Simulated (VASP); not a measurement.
Output of a VASP run:

OUTCAR:
```
 ion  position               nearest neighbor table
   1  0.000  0.000  0.000-   2 3.15   2 3.15   2 3.15   2 3.15   2 3.15   2 3.15
   2  0.500  0.500  0.500-   1 3.15   1 3.15   1 3.15   1 3.15   1 3.15   1 3.15
  LATTYP: Found a face centered cubic cell.
 ALAT       =     6.2900000000
 Subroutine PRICEL returns:
 Original cell was already a primitive cell.
 Subroutine GETGRP returns: Found 48 space group operations
The static configuration has the point symmetry O_h .
The dynamic configuration has the point symmetry O_h .
 Subroutine INISYM returns: Found 48 space group operations
 Subroutine IBZKPT returns following result:
 Found     20 irreducible k-points:

 Following reciprocal coordinates:
            Coordinates               Weight
  0.000000  0.000000  0.000000      1.000000
  0.142857  0.000000  0.000000      8.000000
  0.285714  0.000000  0.000000      8.000000
  0.428571  0.000000  0.000000      8.000000
  0.142857  0.142857  0.000000      6.000000
  0.285714  0.142857  0.000000     24.000000
  0.428571  0.142857  0.000000     24.000000
 -0.428571  0.142857  0.000000     24.000000
 -0.285714  0.142857  0.000000     24.000000
 -0.142857  0.142857  0.000000     12.000000
  0.285714  0.285714  0.000000      6.000000
  0.428571  0.285714  0.000000     24.000000
 -0.428571  0.285714  0.000000     24.000000
 -0.285714  0.285714  0.000000     12.000000
  0.428571  0.428571  0.000000      6.000000
 -0.428571  0.428571  0.000000     12.000000
  0.428571  0.285714  0.142857     24.000000
 -0.428571  0.285714  0.142857     48.000000
 -0.428571  0.428571  0.142857     24.000000
 -0.285714  0.428571  0.142857     24.000000
   k-points           NKPTS =     20   k-points in BZ     NKDIM =     20   number of bands    NBANDS=     12
   number of dos      NEDOS =    301   number of ions     NIONS =      2
   total plane-waves  NPLWV =  46656
   dimension x,y,z NGX =    36 NGY =   36 NGZ =   36
   dimension x,y,z NGXF=    72 NGYF=   72 NGZF=   72
   ions per type =               1   1
   PREC   = accura    normal or accurate (medium, high low for compatibility)
   ISTART =      0    job   : 0-new  1-cont  2-samecut
   ICHARG =      2    charge: 1-file 2-atom 10-const
   ISPIN  =      1    spin polarized calculation?
   LNONCOLLINEAR =      F non collinear calculations
   LSORBIT =      F    spin-orbit coupling
   INIWAV =      1    electr: 0-lowe 1-rand  2-diag
   ENCUT  =  520.0 eV  38.22 Ry    6.18 a.u.   8.27  8.27  8.27*2*pi/ulx,y,z
   NELM   =    100;   NELMIN=  2; NELMDL= -5     # of ELM steps
   EDIFF  = 0.1E-05   stopping-criterion for ELM
   LREAL  =      F    real-space projection
   NLSPLINE    = F    spline interpolate recip. space projectors
   LMAXMIX     =    2 max onsite mixed and CHGCAR
   VOSKOWN=      0    Vosko Wilk Nusair interpolation
   EDIFFG = -.1E-01   stopping-criterion for IOM
   NSW    =     60    number of steps for IOM
   NBLOCK =      1;   KBLOCK =     60    inner block; outer block
   IBRION =      2    ionic relax: 0-MD 1-quasi-New 2-CG
   NFREE  =      1    steps in history (QN), initial steepest desc. (CG)
   ISIF   =      3    stress and relaxation
   ISYM   =      2    0-nonsym 1-usesym 2-fastsym
   TEIN   =    0.0    initial temperature
   TEBEG  =    0.0;   TEEND  =   0.0 temperature during run
   SMASS  =  -3.00    Nose mass-parameter (am)
   PSTRESS=    0.0 pullay stress
   NELECT =      16.0000    total number of electrons
   EFERMI =   0.00;   METHOD = LEGACY
   ISMEAR =     0;   SIGMA  =   0.05  broadening in eV -4-tet -1-fermi 0-gaus
   IALGO  =     38    algorithm
   LDIAG  =      T    sub-space diagonalisation (order eigenvalues)
   IMIX   =      4    mixing-type and parameters
     AMIX     =   0.40;   BMIX     =  1.00
     AMIX_MAG =   1.60;   BMIX_MAG =  1.00
     AMIN     =   0.10
   GGA     = BO    functional components
   VOSKOWN =     0    Vosko Wilk Nusair interpolation
   LHFCALC =     F    Hartree Fock is set to
   LHFONE  =     F    Hartree Fock one center treatment
...
```

### OSZICAR
```
       N       E                     dE             d eps       ncg     rms          rms(c)
DAV:   1     0.108708092713E+03    0.10871E+03   -0.73249E+03   488   0.119E+03
DAV:   2     0.330974042258E+01   -0.10540E+03   -0.97728E+02   584   0.276E+02
DAV:   3    -0.320826356633E+01   -0.65180E+01   -0.64877E+01   624   0.640E+01
DAV:   4    -0.344053694808E+01   -0.23227E+00   -0.23203E+00   848   0.110E+01
DAV:   5    -0.344214881452E+01   -0.16119E-02   -0.16118E-02   632   0.913E-01    0.386E+00
DAV:   6    -0.312427736089E+01    0.31787E+00   -0.60200E-01   596   0.417E+00    0.301E+00
DAV:   7    -0.310032592608E+01    0.23951E-01   -0.13197E-01   616   0.220E+00    0.168E+00
DAV:   8    -0.310575572036E+01   -0.54298E-02   -0.18514E-02   672   0.122E+00    0.189E-01
DAV:   9    -0.310597934164E+01   -0.22362E-03   -0.98177E-04   648   0.205E-01    0.974E-02
DAV:  10    -0.310629451776E+01   -0.31518E-03   -0.25578E-04   580   0.159E-01    0.880E-03
DAV:  11    -0.310629721106E+01   -0.26933E-05   -0.88831E-06   780   0.235E-02    0.432E-03
DAV:  12    -0.310629808798E+01   -0.87692E-06   -0.15518E-06   568   0.106E-02
   1 F= -.31062981E+01 E0= -.31062981E+01  d E =-.310630E+01
       N       E                     dE             d eps       ncg     rms          rms(c)
DAV:   1    -0.312095301032E+01   -0.14656E-01   -0.29666E-01   564   0.550E+00    0.792E-01
DAV:   2    -0.310969203825E+01    0.11261E-01   -0.27905E-02   592   0.152E+00    0.274E-01
DAV:   3    -0.310743704695E+01    0.22550E-02   -0.68055E-03   820   0.705E-01    0.233E-01
DAV:   4    -0.310747508665E+01   -0.38040E-04   -0.36841E-04   900   0.111E-01    0.114E-01
DAV:   5    -0.310752012891E+01   -0.45042E-04   -0.21857E-04   844   0.786E-02    0.159E-02
DAV:   6    -0.310751720894E+01    0.29200E-05   -0.60317E-06   780   0.244E-02    0.853E-03
DAV:   7    -0.310751907358E+01   -0.18646E-05   -0.14527E-06   508   0.967E-03    0.421E-03
DAV:   8    -0.310751870069E+01    0.37289E-06   -0.19816E-07   376   0.472E-03
   2 F= -.31075187E+01 E0= -.31075187E+01  d E =-.122061E-02
       N       E                     dE             d eps       ncg     rms          rms(c)
DAV:   1    -0.311747118983E+01   -0.99521E-02   -0.21436E-01   560   0.468E+00    0.674E-01
DAV:   2    -0.310936777793E+01    0.81034E-02   -0.20077E-02   576   0.130E+00    0.234E-01
DAV:   3    -0.310773407496E+01    0.16337E-02   -0.49277E-03   796   0.601E-01    0.199E-01
DAV:   4    -0.310776379533E+01   -0.29720E-04   -0.26406E-04   888   0.943E-02    0.972E-02
DAV:   5    -0.310779779071E+01   -0.33995E-04   -0.16283E-04   832   0.682E-02    0.137E-02
DAV:   6    -0.310779546223E+01    0.23285E-05   -0.44703E-06   664   0.212E-02    0.759E-03
DAV:   7    -0.310779706741E+01   -0.16052E-05   -0.15420E-06   532   0.997E-03    0.474E-03
DAV:   8    -0.310779664646E+01    0.42095E-06   -0.25484E-07   344   0.543E-03
   3 F= -.31077966E+01 E0= -.31077966E+01  d E =-.149856E-02
```

File OUTCAR:
```
------------------------ aborting loop because EDIFF is reached ----------------------------------------
  FORCE on cell =-STRESS in cart. coord.  units (eV):
  Direction    XX          YY          ZZ          XY          YZ          ZX
  --------------------------------------------------------------------------------------
  Total        0.0082710      0.0082710      0.0082710     -0.0000000      0.0000000      0.0000000
  in kB        0.2174482      0.2174482      0.2174482     -0.0000000      0.0000000      0.0000000
  external PRESSURE =       0.2174482 kB  Pullay stress =       0.0000000 kB
  volume of cell :       60.94
      direct lattice vectors                 reciprocal lattice vectors
     0.000000000  3.123398030  3.123398030    -0.160082063  0.160082063  0.160082063
     3.123398030 -0.000000000  3.123398030     0.160082063 -0.160082063  0.160082063
     3.123398030  3.123398030 -0.000000000     0.160082063  0.160082063 -0.160082063
  FREE ENERGIE OF THE ION-ELECTRON SYSTEM (eV)
  ---------------------------------------------------
  free  energy   TOTEN  =        -3.1077966465 eV

  energy  without entropy=       -3.1077966465  energy(sigma->0) =       -3.10779665

 reached required accuracy - stopping structural energy minimisation
```
(Selected blocks of OUTCAR.)

POSCAR:
```
KCl
1
    0.0000000000     3.1450000000     3.1450000000
    3.1450000000     0.0000000000     3.1450000000
    3.1450000000     3.1450000000     0.0000000000
K Cl
1 1
Direct
  0.0000000000   0.0000000000   0.0000000000
  0.5000000000   0.5000000000   0.5000000000
```

**Question.** Write an INCAR and KPOINTS that could have produced this output.

**Answer.** One answer among several that fit: the input of the run itself, optB88-vdW, plane waves, VASP's PBE PAW potentials (set 64).

**INCAR**
```
SYSTEM = KCl
PREC = Accurate
ENCUT = 520
EDIFF = 1E-6
NELM = 100
ALGO = Normal
LREAL = .FALSE.
LASPH = .TRUE.
ISMEAR = 0
SIGMA = 0.05
GGA = BO
PARAM1 = 0.1833333333
PARAM2 = 0.22
LUSE_VDW = .TRUE.
AGGAC = 0.0
LWAVE = .FALSE.
LCHARG = .FALSE.
IBRION = 2
ISIF = 3
NSW = 60
EDIFFG = -0.01
```

File KPOINTS:
```
Automatic mesh
0
Gamma
7 7 7
0 0 0
```

POTCAR, in this order: K_sv Cl (PBE.64 set). Program: vasp_std.

Energy and stress use the plane-wave basis of the starting cell.

The compound is KCl in the rock salt structure. This run relaxes it. Symmetry was kept, so distortions that lower it aren't found.
